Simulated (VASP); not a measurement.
Method: PBEsol GGA, VASP's PBE PAW potentials (set 64) (plane waves; VASP 6.6.1).

A VASP calculation is set up with these files.

File KPOINTS:
```
K-points
0
gamma
 5 5 5
```

INCAR:
```
! general
SYSTEM   =  CsPbBr3
PREC     =  Accurate
ENCUT    =  300   ! plane-wave cut-off (eV)
LREAL    =  F   ! projection in real space or not
LASPH    =  T

! electronic loop
EDIFF    =  1E-6   ! SCF stop (eV)
NELM     =  100
ALGO     =  Normal   ! blocked Davidson
LMAXMIX  =  4

! smearing
ISMEAR   =  0
SIGMA    =  0.01   ! width (eV)

! functional
GGA      =  PS   ! PBEsol

! ions
ISIF     =  2   ! forces and stress, cell fixed

! output
LWAVE    =  F
LCHARG   =  F
```

**POSCAR**
```
CsPbBr3
1.0
  6.0925870000   0.0000000000   0.0000000000
  0.0000000000   6.0925870000   0.0000000000
  0.0000000000   0.0000000000   6.0925870000
Cs Pb Br
1 1 3
Cart
  0.0000000000   0.0000000000   0.0000000000
  3.0462935000   3.0462935000   3.0462935000
  3.0462935000   3.0462935000   0.0000000000
  0.0000000000   3.0462935000   3.0462935000
  3.0462935000   0.0000000000   3.0462935000
```

POTCAR, in this order: Cs_sv Pb_d Br (PBE.64 set). Program: vasp_std.

Q: What will the output report for the number of irreducible k-points (NKPTS), largest plane-wave count, number of space-group operations, FFT grid (NGX, NGY, NGZ)?

A: 
| Quantity | Value |
|---|---|
| number of irreducible k-points (NKPTS) | 10 |
| largest plane-wave count | 2721 |
| number of space-group operations | 48 |
| FFT grid (NGX, NGY, NGZ) | 36 × 36 × 36 |

The structure comes from a computed database's CsPbBr3 entry; how it stands against other phases isn't given here. The cell was not relaxed at this level. The run is one of a series of settings (GGA = PS against the base run), some of them coarse on purpose.
